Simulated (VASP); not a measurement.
# TiGe: structure and properties in VASP, part 5 of 5

Aim: relax TiGe, then compute properties on the relaxed cell. The cell is invented: it takes the structure of a Materials Project entry for ZrTi (space group 123 there), with some of its atoms replaced by other elements, volume scaled by an estimate. It may not be a known or stable phase. Left out of this account: 1 further run (bands with HSE06: it ended just at its time limit, and its output was not read). The atoms of the start are displaced at random from the sites of a P4/mmm cell.

VASP 6.6.1, plane waves and PAW; the level of theory is named at each step.

Still holding for the runs below: The k-mesh is coarse for a metal.

So far. Step 6 (Total and projected DOS (AM05)): The finer mesh and the other smearing move the Fermi level by +0.04 eV from the 7×7×5 run, a small shift, which tests the Fermi level alone. Of the states within 0.3 eV of the Fermi level, the largest shares in the PAW spheres are Ti d 58 % and Ge p 7 %. The rest lies in smaller channels or between the spheres. Step 7 (Vibrations at Γ (AM05)): The three acoustic modes lie within 0.2 cm⁻¹ of zero, and all others are real.

### 9. Field gradients at the nuclei (AM05)

This step: AM05; plane waves and PAW (Ge_d, Ti_sv); invented cell (VASP 6.6.1).

Field gradients probe how far the charge around each nucleus departs from cubic symmetry; LASPH keeps the non-spherical terms inside the spheres.

INCAR

```
SYSTEM = TiGe
PREC = Accurate
ENCUT = 410
EDIFF = 1E-07
NELM = 100
ISMEAR = 0
SIGMA = 0.05
LREAL = .FALSE.
ALGO = Normal
GGA = AM
NBANDS = 19
LORBIT = 11
LWAVE = .FALSE.
LCHARG = .FALSE.
LEFG = .TRUE.
LASPH = .TRUE.
```

POSCAR

```
TiGe
1.0
    2.8358654604      0.0000000000      0.0000000000
    0.0000000000      2.8358654604      0.0000000000
    0.0000000000      0.0000000000      3.7701852880
Ge Ti
1 1
Direct
    0.5000000000      0.5000000000      0.5000000000
    0.0000000000      0.0000000000      0.0000000000
```

KPOINTS

```
Automatic mesh
0
Gamma
7 7 5
0 0 0
```

The projector-augmented-wave data sets are Ge_d and Ti_sv (PBE family, release 64).

Launch:

```console
$ mpirun -np 1 vasp_std
```

The log of the run:

```text
[... set-up lines as in an earlier step ...]
 entering main loop
       N       E                     dE             d eps       ncg     rms          rms(c)
DAV:   1     0.179574962237E+03    0.17957E+03   -0.11861E+04  1248   0.288E+03
DAV:   2     0.399726564706E+01   -0.17558E+03   -0.17198E+03  1140   0.498E+02
DAV:   3    -0.145523143068E+02   -0.18550E+02   -0.18336E+02  1256   0.131E+02
DAV:   4    -0.153770210198E+02   -0.82471E+00   -0.82007E+00  1636   0.265E+01
DAV:   5    -0.153957548496E+02   -0.18734E-01   -0.18723E-01  1338   0.326E+00    0.108E+01
DAV:   6    -0.139714055304E+02    0.14243E+01   -0.83630E+00  1267   0.253E+01    0.304E+00
DAV:   7    -0.138520146051E+02    0.11939E+00   -0.92332E-01  1298   0.104E+01    0.237E+00
DAV:   8    -0.138336492710E+02    0.18365E-01   -0.18230E-01  1561   0.422E+00    0.697E-01
DAV:   9    -0.138300811291E+02    0.35681E-02   -0.51717E-02  1260   0.266E+00    0.331E-01
DAV:  10    -0.138294496749E+02    0.63145E-03   -0.39816E-03  1288   0.584E-01    0.381E-02
DAV:  11    -0.138294738913E+02   -0.24216E-04   -0.45044E-04  1499   0.200E-01    0.337E-02
DAV:  12    -0.138294702260E+02    0.36654E-05   -0.17154E-05  1386   0.384E-02    0.189E-02
DAV:  13    -0.138294683236E+02    0.19023E-05   -0.82618E-06  1395   0.218E-02    0.534E-03
DAV:  14    -0.138294687384E+02   -0.41478E-06   -0.60095E-07  1286   0.648E-03    0.177E-03
DAV:  15    -0.138294687271E+02    0.11310E-07   -0.39896E-08   750   0.195E-03
ion   1
     0.0000000    -0.0000000     0.0000000     0.1617004    -0.0000000     0.0000000
     0.0000487    -0.0000000     0.0000000     0.1617004    -0.0000000     0.0000000
     0.0000636    -0.0000000     0.0000000     0.1617005    -0.0000000     0.0000000
     0.0000831    -0.0000000     0.0000000     0.1617005    -0.0000000     0.0000000
     0.0001085    -0.0000000     0.0000000     0.1617006    -0.0000000     0.0000000

     0.0000000    -0.0000000    -0.0000000    93.5975006     0.0000000     0.0000000
     0.0000487    -0.0000000    -0.0000000    93.5940654     0.0000000     0.0000000
     0.0000636    -0.0000000    -0.0000000    93.5924619     0.0000000     0.0000000
     0.0000831    -0.0000000    -0.0000000    93.5900463     0.0000000     0.0000000
     0.0001085    -0.0000000    -0.0000000    93.5864273     0.0000000     0.0000000

ion   2
     0.0000000     0.0000000     0.0000000    -2.3762583    -0.0000000     0.0000000
     0.0000422     0.0000000     0.0000000    -2.3762583    -0.0000000     0.0000000
     0.0000581     0.0000000     0.0000000    -2.3762583    -0.0000000     0.0000000
     0.0000800     0.0000000     0.0000000    -2.3762583    -0.0000000     0.0000000
     0.0001102     0.0000000     0.0000000    -2.3762583    -0.0000000     0.0000000

     0.0000000     0.0000000     0.0000000   -16.1931434     0.0000000     0.0000000
     0.0000422     0.0000000     0.0000000   -16.1931598     0.0000000     0.0000000
     0.0000581     0.0000000     0.0000000   -16.1931750     0.0000000     0.0000000
     0.0000800     0.0000000     0.0000000   -16.1932033     0.0000000     0.0000000
     0.0001102     0.0000000     0.0000000   -16.1932553     0.0000000     0.0000000

   1 F= -.13829469E+02 E0= -.13828593E+02  d E =-.175107E-02
```

The job ended after 20 s (1 MPI rank of AMD EPYC 7R43, shared host; peak memory 0.1 GiB).

OUTCAR, selected parts (step 9):

```text
   NELECT =      26.0000    total number of electrons

 E-fermi :   9.6314

 k-point     1 :       0.0000    0.0000    0.0000
  band No.  band energies     occupation
    ...
      9     -14.8791      2.00000
     10      -2.8764      2.00000
     11       7.4387      2.00000
     12       8.0852      2.00000
     13       8.3353      2.00000
     14      11.4685      0.00000
     15      11.4685      0.00000
     16      12.4804      0.00000
     17      14.6314      0.00000
     18      14.6314      0.00000
    ...

  Total        0.0177117      0.0177117      0.0050047      0.0000000     -0.0000000      0.0000000
  in kB        0.9359185      0.9359185      0.2644567      0.0000000     -0.0000000      0.0000000
  external PRESSURE =       0.7120979 kB  Pullay stress =       0.0000000 kB

  FREE ENERGIE OF THE ION-ELECTRON SYSTEM (eV)
  ---------------------------------------------------
  free  energy   TOTEN  =       -13.8294687271 eV

  energy  without entropy=      -13.8277176586  energy(sigma->0) =      -13.82859319

 Electric field gradients after diagonalization (V/A^2)
 (convention: |V_zz| > |V_xx| > |V_yy|)
----------------------------------------------------------------------
 ion       V_xx      V_yy      V_zz     asymmetry (V_yy - V_xx)/ V_zz
----------------------------------------------------------------------
   1      58.527    58.527  -117.053       0.000
   2      -9.901    -9.901    19.801       0.000
----------------------------------------------------------------------

[... 10 parts as in an earlier step ...]

[... 8 further parts left out ...]
```

This step gave:

```
SCF cycles              : 15
irreducible k-points    : 30
free energy (TOTEN)     : -13.83 eV
energy at zero smearing : -13.83 eV
Fermi energy            : 9.631 eV
pressure                : 0.07121 GPa
```

Electric field gradients, by row:

```tsv
atom	Vxx (V/Å²)	Vyy (V/Å²)	Vzz (V/Å²)	asymmetry
Ge1	58.53	58.53	-117.1	0
Ti2	-9.901	-9.901	19.8	0
```

The largest gradient, -117.05 V/Å², sits on Ge1; times the quadrupole moment of a nucleus that has one, it gives the coupling that NMR and NQR see.

### 10. Summary of results

- relaxed volume: 15.16 Å³/atom
- relaxed conventional cell a, b, c: 2.836, 2.836, 3.770 Å
- space group after relaxing, within 0.02 Å: P4/mmm (No. 123)
- band gap: none, a metal
- DOS at the Fermi level: 0.791 states/eV/cell
- highest zone-centre mode: 290 cm⁻¹
- largest field gradient Vzz: -117.05 V/Å² on Ge1

What this shows: With AM05, TiGe relaxes to 15.16 Å³/atom in space group P4/mmm and comes out as a metal. Bands along the symmetry lines (AM05): Of the bands kept, 3 cross the Fermi level on this path. Vibrations at Γ (AM05): The highest mode in this list at Γ, 289.8 cm⁻¹, has its largest share on Ti (60 % of the kinetic energy). Spin-orbit coupling is left out; it would split some degenerate bands. The k-sampling is coarse for a metal, so the Fermi level, pressures and the shape of the cell carry errors. Modes at Γ alone can't show that the crystal is stable at other wave vectors. No search among competing phases was made. All values are for a static lattice at zero temperature.

[Lines on the potential files, build, host, timing and source positions are cut from VASP's logs without a mark.]

[Logs are printed without paths, hosts, clocks, repeated set-up lines and the standing remarks that a program may print on its own settings, such as how far it seeks lower states.]

[Hosts, paths, dates, database ids (printed as entryN), source tags and the programs' standing remarks are cut or masked in the printed files.]

[A measured line is paired with the nearest computed mode of its activity, which favours agreement.]
